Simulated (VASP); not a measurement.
Method: r2SCAN+rVV10, VASP's PBE PAW potentials (set 64) (plane waves; VASP).

The input files of a VASP run:

**POSCAR**
```
MoS2
1.0
  1.5869692429  -2.7487110792   0.0000000000
  1.5869692429   2.7487110792   0.0000000000
  0.0000000000   0.0000000000  12.4224638329
Mo S
2 4
Cartesian
  1.5869692429   0.9162388589   3.1056159582
  1.5869692429  -0.9162388589   9.3168478747
  1.5869692429   0.9162388589  10.8733205589
  1.5869692429  -0.9162388589   4.6620886424
  1.5869692429  -0.9162388589   1.5491432740
  1.5869692429   0.9162388589   7.7603751905
```

KPOINTS:
```
Automatic mesh
0
Gamma
7 7 2
0 0 0
```

### INCAR
```
NSW  =  60
LMAXMIX  =  4
LCHARG  =  .False.
ISIF  =  3
METAGGA  =  R2SCAN
ISMEAR  =  0   # Gaussian
IBRION  =  2   # conjugate gradients
ALGO  =  Normal   # blocked Davidson
NELM  =  100   # most electronic steps
EDIFFG  =  -0.02   # ionic stop
LMIXTAU  =  .True.
LASPH  =  .True.
LUSE_VDW  =  .True.
SIGMA  =  0.05
ENCUT  =  520   # plane-wave cut-off (eV)
CPARAM  =  0.0093
BPARAM  =  11.95
SYSTEM  =  MoS2
EDIFF  =  1E-6
LWAVE  =  .False.
LREAL  =  .False.   # projection in real space or not
PREC  =  Accurate
```

POTCAR, in this order: Mo_sv S (PBE.64 set). Program: vasp_std.

The run wrote:

### OUTCAR
```
 ion  position               nearest neighbor table
   1  0.333  0.667  0.250-   4 2.40   5 2.40   4 2.40   5 2.40   4 2.40   5 2.40
   2  0.667  0.333  0.750-   3 2.40   6 2.40   3 2.40   6 2.40   3 2.40   6 2.40
   3  0.333  0.667  0.875-   2 2.40   2 2.40   2 2.40
   4  0.667  0.333  0.375-   1 2.40   1 2.40   1 2.40
   5  0.667  0.333  0.125-   1 2.40   1 2.40   1 2.40
   6  0.333  0.667  0.625-   2 2.40   2 2.40   2 2.40
  LATTYP: Found a hexagonal cell.
 ALAT       =     3.1739382437
 C/A-ratio  =     3.9138958855
 Subroutine PRICEL returns:
 Original cell was already a primitive cell.
 Subroutine GETGRP returns: Found 24 space group operations
The static configuration has the point symmetry D_3d.
 The point group associated with its full space group is D_6h.
The dynamic configuration has the point symmetry D_3d.
 Subroutine INISYM returns: Found 24 space group operations
 Subroutine IBZKPT returns following result:
 Found     16 irreducible k-points:

 Following reciprocal coordinates:
            Coordinates               Weight
  0.000000  0.000000  0.000000      1.000000
  0.142857  0.000000  0.000000      6.000000
  0.285714  0.000000  0.000000      6.000000
...
```

OSZICAR:
```
       N       E                     dE             d eps       ncg     rms          rms(c)
DAV:   1     0.399889045896E+03    0.39989E+03   -0.30429E+04  1120   0.163E+03
DAV:   2    -0.809143849226E+02   -0.48080E+03   -0.47034E+03  1197   0.410E+02
DAV:   3    -0.107796851279E+03   -0.26882E+02   -0.26684E+02  1254   0.830E+01
DAV:   4    -0.108451137758E+03   -0.65429E+00   -0.65173E+00  1197   0.128E+01
DAV:   5    -0.108469938041E+03   -0.18800E-01   -0.18794E-01  1294   0.202E+00    0.388E+01
DAV:   6    -0.980667533506E+02    0.10403E+02   -0.23433E+01  1132   0.325E+01    0.136E+01
DAV:   7    -0.931606220230E+02    0.49061E+01   -0.69339E+00  1113   0.138E+01    0.673E+00
DAV:   8    -0.911860418484E+02    0.19746E+01   -0.19892E+00  1283   0.838E+00    0.410E+00
DAV:   9    -0.897032116475E+02    0.14828E+01   -0.27256E-01  1168   0.366E+00    0.168E+00
DAV:  10    -0.889810594753E+02    0.72215E+00   -0.30371E-01  1273   0.391E+00    0.530E-01
DAV:  11    -0.889244137848E+02    0.56646E-01   -0.10133E-02  1227   0.606E-01    0.616E-01
DAV:  12    -0.886604189160E+02    0.26399E+00   -0.25010E-02  1118   0.100E+00    0.749E-01
DAV:  13    -0.888924790264E+02   -0.23206E+00   -0.24047E-01  1027   0.328E+00    0.431E-01
DAV:  14    -0.890734365732E+02   -0.18096E+00   -0.54348E-02  1062   0.157E+00    0.913E-01
DAV:  15    -0.891001146096E+02   -0.26678E-01   -0.25246E-02  1200   0.112E+00    0.863E-01
DAV:  16    -0.890964107701E+02    0.37038E-02   -0.59519E-03  1167   0.510E-01    0.788E-01
DAV:  17    -0.891031950202E+02   -0.67843E-02   -0.59969E-03  1048   0.561E-01    0.533E-01
DAV:  18    -0.891049954420E+02   -0.18004E-02   -0.23727E-03  1118   0.367E-01    0.389E-01
DAV:  19    -0.891051712886E+02   -0.17585E-03   -0.55710E-04  1167   0.144E-01    0.184E-01
DAV:  20    -0.891051428857E+02    0.28403E-04   -0.94895E-05  1203   0.509E-02    0.153E-01
DAV:  21    -0.891050914914E+02    0.51394E-04   -0.39519E-05  1258   0.361E-02    0.126E-01
DAV:  22    -0.891050203636E+02    0.71128E-04   -0.22124E-04  1113   0.787E-02    0.236E-02
DAV:  23    -0.891050171624E+02    0.32013E-05   -0.68887E-05  1141   0.559E-02    0.164E-02
DAV:  24    -0.891050352559E+02   -0.18093E-04   -0.16522E-05  1047   0.271E-02    0.121E-02
DAV:  25    -0.891050260025E+02    0.92534E-05   -0.23191E-05  1179   0.270E-02    0.244E-02
DAV:  26    -0.891050225313E+02    0.34712E-05   -0.70958E-06  1018   0.189E-02    0.113E-02
DAV:  27    -0.891050275902E+02   -0.50589E-05   -0.30116E-06   912   0.132E-02    0.436E-03
DAV:  28    -0.891050304401E+02   -0.28499E-05   -0.12545E-06   687   0.741E-03    0.470E-03
DAV:  29    -0.891050301406E+02    0.29945E-06   -0.52084E-07   587   0.466E-03
   1 F= -.89105030E+02 E0= -.89105030E+02  d E =-.891050E+02
```

File OUTCAR:
```
------------------------ aborting loop because EDIFF is reached ----------------------------------------
  FORCE on cell =-STRESS in cart. coord.  units (eV):
  Direction    XX          YY          ZZ          XY          YZ          ZX
  --------------------------------------------------------------------------------------
  Total        0.0546182      0.0546182     -0.0353664      0.0000000      0.0000000      0.0000000
  in kB        0.8074443      0.8074441     -0.5228372      0.0000000      0.0000000      0.0000000
  external PRESSURE =       0.3640171 kB  Pullay stress =       0.0000000 kB
  volume of cell :      108.38
      direct lattice vectors                 reciprocal lattice vectors
     1.586969243 -2.748711079  0.000000000     0.315065968 -0.181903440  0.000000000
     1.586969243  2.748711079  0.000000000     0.315065968  0.181903440  0.000000000
     0.000000000  0.000000000 12.422463833     0.000000000  0.000000000  0.080499329
 POSITION                                       TOTAL-FORCE (eV/Angst)
 -----------------------------------------------------------------------------------
      1.58697      0.91624      3.10562         0.000000      0.000000      0.000000
      1.58697     -0.91624      9.31685        -0.000000     -0.000000      0.000000
      1.58697      0.91624     10.87332         0.000000     -0.000000     -0.008285
      1.58697     -0.91624      4.66209         0.000000     -0.000000     -0.008285
      1.58697     -0.91624      1.54914         0.000000      0.000000      0.008285
      1.58697      0.91624      7.76038        -0.000000      0.000000      0.008285
 -----------------------------------------------------------------------------------
    total drift:                               -0.000000      0.001599     -0.000028
  FREE ENERGIE OF THE ION-ELECTRON SYSTEM (eV)
  ---------------------------------------------------
  free  energy   TOTEN  =       -89.1050301406 eV

  energy  without entropy=      -89.1050301406  energy(sigma->0) =      -89.10503014

 reached required accuracy - stopping structural energy minimisation
```
(Selected blocks of OUTCAR.)

The compound is MoS2 in the 2H layered structure. It was relaxed first. The start is the result of an earlier pass.
